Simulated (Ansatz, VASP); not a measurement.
# Cd2TeO: VASP beside Ansatz, part 2 of 2

Wanted: the spread between two codes on one cell, functional and k mesh. The cell is invented: As first built, before any earlier steps moved the atoms (in the runner's words): it takes the CdTe structure with some of its atoms replaced by other elements, volume scaled by an estimate. It may not be a known or stable phase. The cell is taken from a series of VASP runs on this material, whose earlier steps may have relaxed, scaled or displaced it; both programs get it as it stands.

VASP 6.6.1 and Ansatz 0.2.0.

So far: Set-up; VASP: band structure, HSE06.

## (3) Ansatz: band structure, HSE06

Level of this step: Ansatz beside VASP: Kohn-Sham DFT, plane waves, HSE06 (Ansatz).

Ansatz runs on its default PAW (the set named soft_2) files.

The same cell, functional, mesh and smearing now go to Ansatz, which takes its cutoff from its data sets.

input.yaml

```yaml
crystal:
  lattice:
    - [4.2550536862, 0.0, 0.0]
    - [0.0, 4.2550536862, 0.0]
    - [0.0, 0.0, 5.8821187959]
  atoms:
    - { symbol: Te, position: [0.0, 0.0, 0.5] }
    - { symbol: Cd, position: [0.0, 0.5, 0.1755364129] }
    - { symbol: Cd, position: [0.5, 0.0, 0.8244635871] }
    - { symbol: O, position: [0.5, 0.5, 0.0] }
hamiltonian:
  xc: { exchange: pbe, correlation: pbe, exx: { coeff: 0.25, omega: 0.2 } }
  pseudopotentials: { kind: paw }
kpoints:
  mp_grid: { grid: [3, 3, 3] }
  band_path:
    path:
      - [0.0, 0.0, 0.0]
      - [0.0, 0.4, 0.0]
      - [0.3, 0.5, 0.0]
      - [0.3, 0.3, 0.0]
      - [0.0, 0.0, 0.1]
      - [0.0, 0.0, 0.5]
      - [0.0, 0.4, 0.5]
      - [0.3, 0.5, 0.5]
      - [0.3, 0.3, 0.5]
      - [0.0, 0.5, 0.1]
      - [0.5, 0.5, 0.0]
      - [0.5, 0.5, 0.5]
    npoints: 1
scf:
  occupations: { method: fermi_dirac, width: 0.05 }
  n_extra_bands: 8
output:
  forces: true
  stress: true
  eigenvalues: true
  write_density: true
  write_potential: true
  elf: true
  volumetric_format: npy
```

Run with:

```bash
> ansatz run input.yaml --threads 4 --pin off --max-ram 9216MiB --backend cpu --events-out ev --progress --plain --runs-dir out
```

Numbers of over 12 decimals in the logs are rounded to 6 here.

Log:

```text
Warning: output.stress: scf.convergence.dr2_threshold = 1e-7 eV (the SCF's general default) is looser than the 4e-10 eV advised for a printed stress (1e-10 eV for each atom of the cell: 4). What an SCF threshold leaves in a stress goes as its square root, and in the free energy as the threshold itself, and one threshold admits the most on a small cell: [figures from the program's tests cut] Set scf.convergence.dr2_threshold to 4e-10 eV or tighter. The threshold is an SCF's pass mark: one that does not reach it within its budget of iterations ends unconverged, or closes short of it on a stop that the run arms, and scf.convergence.dr2_threshold's page says what that costs each kind of run
Warning: output.stress: scf.exx.energy_threshold = 1e-6 eV is looser than the 4e-8 eV advised for a stress under a hybrid functional (1e-8 eV for each atom of the cell: 4). Every SCF of the exchange loop can meet its threshold on dr2 while the loop round them stops early: no threshold on dr2 bounds what that leaves in the stress. Set scf.exx.energy_threshold to 4e-8 eV or tighter. The threshold is the loop's pass mark: a loop that does not reach it within its budget of cycles ends unconverged, and scf.exx.energy_threshold's page has the law
scf.n_extra_bands = 8 over 31 filled bands (N_el = 62.0): the run solves 39 bands
Engine: ansatz 0.2.0, aarch64-unknown-linux-gnu
Pseudopotentials: kind: paw
Pseudopotential: Te, paw, valence charge 16, recommended cutoff 420 eV (normal), Te.paw.azcp
Pseudopotential: Cd, paw, valence charge 20, recommended cutoff 420 eV (normal), Cd.paw.azcp
Pseudopotential: O, paw, valence charge 6, recommended cutoff 420 eV (normal), O.paw.azcp
Functional definition: unnamed
  parameter a_1 = 0.25
  parameter omega_1 = 0.2/angstrom
  exchange = pbe_x + (-a_1)*pbe_x_sr(omega_1) + a_1*exact_x_sr(omega_1)
  correlation = pbe_c
Crystal: 4 atoms, lattice volume = 106.499 Å³
Basis set: ecut = 420 eV, 2075 PW (Γ), exchange–correlation on 60×60×80 points (8 copies of the dense FFT grid, shifted against one another)
Bands: 39, of which v1, the nominal top of the filled ones, is band 31 counted from 1 (30 counted from 0)
Symmetry: 8 space group operations
Space group: P-4m2 (ITA 115), of the structure as read, at distance tolerance 4.7e-5 Å
k-points: 6 of 27 (time reversal used)
Non-local potential: Te, projectors of the file, l = 0: 2, l = 1: 2, l = 2: 2, l = 3: 2
Non-local potential: Cd, projectors of the file, l = 0: 3, l = 1: 2, l = 2: 2, l = 3: 1
Non-local potential: O, projectors of the file, l = 0: 2, l = 1: 2, l = 2: 1
PAW form: soft (Blöchl's): semilocal exchange-correlation on the pseudo side does not see the compensation charge
PAW frozen core: Te, regenerated for the run's functional, and the local potential with it (the file was generated under x = pbe(κ = 0.804, μ = 0.219515), c = pbe(β = 0.066725))
PAW frozen core: Cd, regenerated for the run's functional, and the local potential with it (the file was generated under x = pbe(κ = 0.804, μ = 0.219515), c = pbe(β = 0.066725))
PAW frozen core: O, regenerated for the run's functional, and the local potential with it (the file was generated under x = pbe(κ = 0.804, μ = 0.219515), c = pbe(β = 0.066725))
PAW one-centre angular grid: Te, 590 points (default); XC on 64 Gauss nodes
PAW one-centre angular grid: Cd, 590 points (default); XC on 64 Gauss nodes
PAW one-centre angular grid: O, 110 points (default); XC on 96 Gauss nodes
Initial density: superposition of atomic densities (neutral atoms: chi_scale 0, normalization atom), corrected by the library's trained network
Initial wavefunctions: pseudopotential atomic-orbital guess
Functional: x = pbe(κ = 0.804, μ = 0.219515), c = pbe(β = 0.066725), warm-up for x = pbe(κ = 0.804, μ = 0.219515) + 0.25 (exact − pbe) at short range (hse, ω = 0.2 Å⁻¹), c = pbe(β = 0.066725)
SCF iter   1: F=—  HF=-24055.904481 eV  |F-HF|=—  |Δ(HF+E_count)|=         —  Δρ=2.36e-3  dr2=1.01e-2  ethr=1.77e-3  ⟨swp⟩=10.0  Hψ=1013  notcnv=0
preconditioner: auto → none  [insulator: Δε(μ)=1.211 eV  Ē_g=12.080 eV  σ=0.050 eV  W_gap=0.92  n_scr=28 (ndim 8)  ℏωp=21.6 eV  f_vac=0.147  D(μ)=1.38/eV (n_scr^D=6)]
SCF iter   2: F=—  HF=-24055.904458 eV  |F-HF|=—  |Δ(HF+E_count)|=   2.28e-5  Δρ=2.57e-3  dr2=9.41e-3  ethr=1.63e-5  ⟨swp⟩=4.8  Hψ=655  notcnv=0
SCF iter   3: F=—  HF=-24055.903053 eV  |F-HF|=—  |Δ(HF+E_count)|=   1.41e-3  Δρ=1.23e-3  dr2=1.72e-3  ethr=1.52e-5  ⟨swp⟩=3.2  Hψ=483  notcnv=0
iter 4 solved again at ethr=1.61e-7 eV; its pass at ethr=2.77e-6 eV (dr2=9.98e-5 eV) is discarded
SCF iter   4: F=—  HF=-24055.902866 eV  |F-HF|=—  |Δ(HF+E_count)|=   1.87e-4  Δρ=3.34e-4  dr2=1.02e-4  ethr=1.61e-7  ⟨swp⟩=2.7  Hψ=868  notcnv=0
SCF iter   5: F=—  HF=-24055.902906 eV  |F-HF|=—  |Δ(HF+E_count)|=   4.02e-5  Δρ=9.32e-5  dr2=6.37e-6  ethr=1.61e-7  ⟨swp⟩=3.0  Hψ=456  notcnv=0
SCF iter   6: F=—  HF=-24055.902917 eV  |F-HF|=—  |Δ(HF+E_count)|=   1.11e-5  Δρ=1.34e-5  dr2=1.27e-7  ethr=1.03e-8  ⟨swp⟩=3.0  Hψ=530  notcnv=0
SCF iter   7: F=—  HF=-24055.902917 eV  |F-HF|=—  |Δ(HF+E_count)|=   3.06e-7  Δρ=4.64e-6  dr2=1.92e-8  ethr=2.05e-10  ⟨swp⟩=4.0  Hψ=601  notcnv=0
SCF iter   8: F=—  HF=-24055.902917 eV  |F-HF|=—  |Δ(HF+E_count)|=   6.67e-9  Δρ=1.54e-6  dr2=1.85e-9  ethr=3.09e-11  ⟨swp⟩=4.0  Hψ=583  notcnv=0
[...]
Functional: x = pbe(κ = 0.804, μ = 0.219515) + 0.25 (exact − pbe) at short range (hse, ω = 0.2 Å⁻¹), c = pbe(β = 0.066725)
Exchange kernel: α = 0.2500, screened, ω = 0.2000 Å⁻¹, Wigner–Seitz truncation, v(0) = 1083.8599 eV·Å³, q-mesh 3×3×3, nearest image of the exchange supercell L = 12.77 Å, pair-density grid 24×24×30, without the augmentation charges, whose exchange is taken in its separable form by FFT convolution over the k-point mesh (sized by the pseudopotential files, 30×30×40 at the most), smooth part of the exact exchange by density-matrix convolution
Frozen-core exchange: fock
[...]
preconditioner: auto → none  [insulator: Δε(μ)=1.813 eV  Ē_g=14.185 eV  σ=0.050 eV  W_gap=0.91  n_scr=28 (ndim 8)  ℏωp=21.6 eV  f_vac=0.150  D(μ)=1.36/eV (n_scr^D=6)]
[...]
SCF iter   3: F=—  HF=-24067.384520 eV  |F-HF|=—  |Δ(HF+E_count)|=   1.40e-2  Δρ=2.47e-3  dr2=1.04e-2  ethr=1.18e-4  ⟨swp⟩=3.3  Hψ=534  notcnv=0
SCF iter   4: F=—  HF=-24067.403805 eV  |F-HF|=—  |Δ(HF+E_count)|=   1.93e-2  Δρ=1.85e-3  dr2=4.54e-3  ethr=1.11e-5  ⟨swp⟩=3.3  Hψ=596  notcnv=0
SCF iter   5: F=—  HF=-24067.402827 eV  |F-HF|=—  |Δ(HF+E_count)|=   9.78e-4  Δρ=4.88e-4  dr2=2.44e-4  ethr=6.75e-6  ⟨swp⟩=2.8  Hψ=432  notcnv=0
SCF iter   6: F=—  HF=-24067.403211 eV  |F-HF|=—  |Δ(HF+E_count)|=   3.84e-4  Δρ=3.25e-4  dr2=1.22e-4  ethr=3.08e-7  ⟨swp⟩=3.7  Hψ=508  notcnv=0
SCF iter   7: F=-24067.403186 eV  HF=-24067.403187 eV  |F-HF|=1.01e-6  |Δ(HF+E_count)|=   2.43e-5  Δρ=4.26e-5  dr2=3.64e-6  ethr=1.86e-7  ⟨swp⟩=3.0  Hψ=449  notcnv=0
SCF 2 stopped early in 7 iterations: F = -24067.403186 eV  dr2 = 3.64e-6
  Residual-converged pass: ⟨swp⟩=4.0  Hψ=717  notcnv=0  max |occ|·‖R‖ = 4.9e-6 eV (tolerance 6.7e-6 eV)  dr2=3.56e-6  dr2_onsite=9.29e-8  max |Δocc| = 3.2e-9
  greatest PAW one-centre occupation: 1.001 electrons in one spin orbital (limit 2), on the Cd atom at site 2 (counted from 0), in its partial waves of l = 1
hybrid outer 1: dexx = +2.303e-2 eV, tail = 1.13e-4 eV
Exchange kernel: α = 0.2500, screened, ω = 0.2000 Å⁻¹, Wigner–Seitz truncation, v(0) = 1083.8599 eV·Å³, q-mesh 3×3×3, nearest image of the exchange supercell L = 12.77 Å, pair-density grid 24×24×30, without the augmentation charges, whose exchange is taken in its separable form by FFT convolution over the k-point mesh (sized by the pseudopotential files, 30×30×40 at the most), smooth part of the exact exchange by density-matrix convolution
Frozen-core exchange: fock
SCF iter   1: F=—  HF=-24067.403292 eV  |F-HF|=—  |Δ(HF+E_count)|=         —  Δρ=1.13e-4  dr2=1.61e-5  ethr=9.13e-7  ⟨swp⟩=5.3  Hψ=545  notcnv=0
preconditioner: auto → none  [insulator: Δε(μ)=1.874 eV  Ē_g=14.113 eV  σ=0.050 eV  W_gap=0.91  n_scr=28 (ndim 8)  ℏωp=21.6 eV  f_vac=0.158  D(μ)=1.37/eV (n_scr^D=6)]
SCF iter   2: F=—  HF=-24067.403290 eV  |F-HF|=—  |Δ(HF+E_count)|=   2.44e-6  Δρ=2.17e-5  dr2=3.71e-7  ethr=2.19e-8  ⟨swp⟩=3.0  Hψ=485  notcnv=0
SCF iter   3: F=—  HF=-24067.403290 eV  |F-HF|=—  |Δ(HF+E_count)|=   3.38e-7  Δρ=9.35e-6  dr2=2.79e-8  ethr=4.76e-10  ⟨swp⟩=4.2  Hψ=676  notcnv=0  defer=1
SCF iter   4: F=—  HF=-24067.403290 eV  |F-HF|=—  |Δ(HF+E_count)|=   2.36e-9  Δρ=3.39e-6  dr2=6.02e-9  ethr=4.37e-11  ⟨swp⟩=4.3  Hψ=505  notcnv=0  defer=4
SCF iter   5: F=-24067.403290 eV  HF=-24067.403290 eV  |F-HF|=1.13e-10  |Δ(HF+E_count)|=   2.19e-9  Δρ=6.73e-7  dr2=2.78e-10  ethr=9.32e-12  ⟨swp⟩=3.2  Hψ=550  notcnv=0  defer=1
SCF 3 converged in 5 iterations: F = -24067.403290 eV  dr2 = 2.78e-10
  Residual-converged pass: ⟨swp⟩=3.2  Hψ=555  notcnv=0  max |occ|·‖R‖ = 2.7e-7 eV (tolerance 2.7e-7 eV)  dr2=2.74e-10  dr2_onsite=1.01e-10  max |Δocc| = 3.3e-13
  greatest PAW one-centre occupation: 1.001 electrons in one spin orbital (limit 2), on the Cd atom at site 1 (counted from 0), in its partial waves of l = 1
hybrid outer 2: dexx = +6.483e-7 eV, tail = 4.82e-8 eV, Δε = 4.34e-3 eV (about 1.37e-4 eV left of the loop's levels), ΔF = 4.46e-3 eV/Å (tail 8.95e-4)
NSCF: frozen V_eff on 12 k-points
hybrid SCF converged: 2 outer / 12 inner (+9 warm-up), last move |dexx| = 6.48e-7 eV, tail = 4.82e-8 eV
Stability not checked: this state was not tested for a lower state beside it, because the functional holds exact exchange (a hybrid, or Hartree-Fock), whose exchange loop this test does not read (fock_operator; see scf.lower_state_search)
Free energy (F): -24067.403290 eV
Frozen-core exchange: fock
Harris-Foulkes:  -24067.403290 eV  (|F-HF|=1.13e-10)
Internal energy: -24067.390040 eV  (E = F + TS)
E sigma→0 (E₀):  -24067.396665 eV
Entropy (-TS):   -0.013250 eV (-3.313 meV/atom)
Fermi energy:    7.062974 eV
--- Per-component energies (eV) ---
  E_band       = -1452.130836
  E_kinetic    = 1361.873590
  E_local      = -9339.786896  (includes V_loc(G=0)·N_el)
  E_nonlocal   = -194.349101
  E_hartree    = 4513.859171
  E_xc         = -438.341859
  E_vxc        = -505.646116  (∫ρ·V_xc dr)
  E_exx        = -241.196828  (= α·E_x^exact, valence–valence)
  E_paw        = -12871.448140  (= ΣΔE_a)
  E_vpaw       = -1319.552554  (= ΣTr[D̂ρ^β])
  E_aug_tail   = 0.002147  (compensation charges beyond the density's cutoff)
  E_ewald      = -6856.590878
  E_core_change = -1.411246  (= ΣΔE_core)
  E_smearing   = -0.013250  (= −TS)
  E_closure    = -0.000001  (closes the sum)
  Σ components = -24067.403290   (vs F -24067.403290, Δ=3.64e-12)
--- Forces (eV/Å), atoms counted from 1 ---
  atom   1  Te     0.00000000     0.00000000     0.00000000
  atom   2  Cd     0.00000000     0.00000000    -0.12769260
  atom   3  Cd     0.00000000     0.00000000     0.12769260
  atom   4  O      0.00000000     0.00000000     0.00000000
  max |Σ_I F_I| component: 1.13e-17 eV/Å
--- Stress (GPa, compression-positive) ---
       -4.535551       0.000000       0.000000
        0.000000      -4.535551       0.000000
        0.000000       0.000000      -4.341179
  P = ⅓ Tr σ = -4.4708 GPa (-44.708 kbar)
--- Band table (eV; the first three rows and the last of 6) ---
  k-point 0: bands = [... 27 lower, 4.2081, 5.9965, 6.5638, 6.8728, 6.8728, 11.6164, 11.6885, 14.7949, ... 4 higher]
  k-point 1: bands = [... 27 lower, 4.3322, 4.7806, 6.7542, 6.7542, 8.8203, 11.3890, 12.0190, 13.3948, ... 4 higher]
  k-point 2: bands = [... 27 lower, 4.4567, 4.4853, 5.3157, 6.9295, 8.8169, 11.4505, 12.3264, 12.8315, ... 4 higher]
  k-point 5: bands = [... 27 lower, 3.9041, 4.8135, 5.1978, 5.3435, 10.3776, 11.1834, 11.7578, 12.7930, ... 4 higher]
```

Wall time 48 s (4 threads of Arm Neoverse V2, shared host); peak memory 1.1 GiB; 2.8 min of CPU time.

## (4) Differences

Known differences besides the potentials themselves: exact exchange at q = 0 is treated differently, which shows on coarse meshes; VASP keeps PBE cores, Ansatz makes them for the functional; the data sets hold 62 valence electrons in Ansatz (default PAW (the set named soft_2) files) and 36 in VASP; the cutoff is 420 eV in Ansatz and 520 eV in VASP; VASP takes a coarser grid for exact exchange (PRECFOCK = Fast). Total energies have different zeros and are not compared.

Forces (eV/Å; atoms numbered as in POSCAR):

| atom | Ansatz x, y, z | VASP x, y, z |
| --- | --- | --- |
| Te1 | 0.000, 0.000, 0.000 | 0.000, 0.000, 0.000 |
| Cd2 | 0.000, 0.000, -0.128 | 0.000, 0.000, -0.088 |
| Cd3 | 0.000, 0.000, 0.128 | 0.000, 0.000, 0.088 |
| O4 | 0.000, 0.000, 0.000 | 0.000, 0.000, 0.000 |

The forces differ by 16 meV/Å r.m.s., which is 45.9 % of the r.m.s. force of 0.04 eV/Å (both taken over all components). Levels from 3 eV below to 2 eV above the Fermi level differ by 7 meV r.m.s. and 28 meV at most; each VASP level is matched to the nearest of Ansatz, which flatters the figure a little.

## (5) Other set-ups

Further runs change the set-up of one program: Ansatz's method, potentials or start, or VASP's data sets, cutoff or form of LDA. The table gives Ansatz less VASP for each quantity, since a change that brings one quantity closer may part another.

```csv
run,r.m.s. force difference (meV/Å)
as above,16
cores kept as stored,16
```

## (6) Results

```json
{
  "r.m.s. force difference (band structure, HSE06)": "16 meV/Å"
}
```

The r.m.s. force difference is 16 meV/Å (band structure, HSE06), beyond the 12 meV/Å picked in this series as the mark of a large difference. For band structure, HSE06, no further run moves any of the tabulated differences by more than a quarter of its size. 2 further runs of this series are not shown here. Such differences can come from data sets, numerical settings and the points named under the comparisons, not from the functional's error against experiment.

[Lines on the potential files, build, host, timing and source positions are cut from VASP's logs without a mark.]

[Logs are printed without paths, hosts, clocks, repeated set-up lines and the standing remarks that a program may print on its own settings, such as how far it seeks lower states.]

[Hosts, paths, dates, database ids (printed as entryN), source tags and the programs' standing remarks are cut or masked in the printed files.]
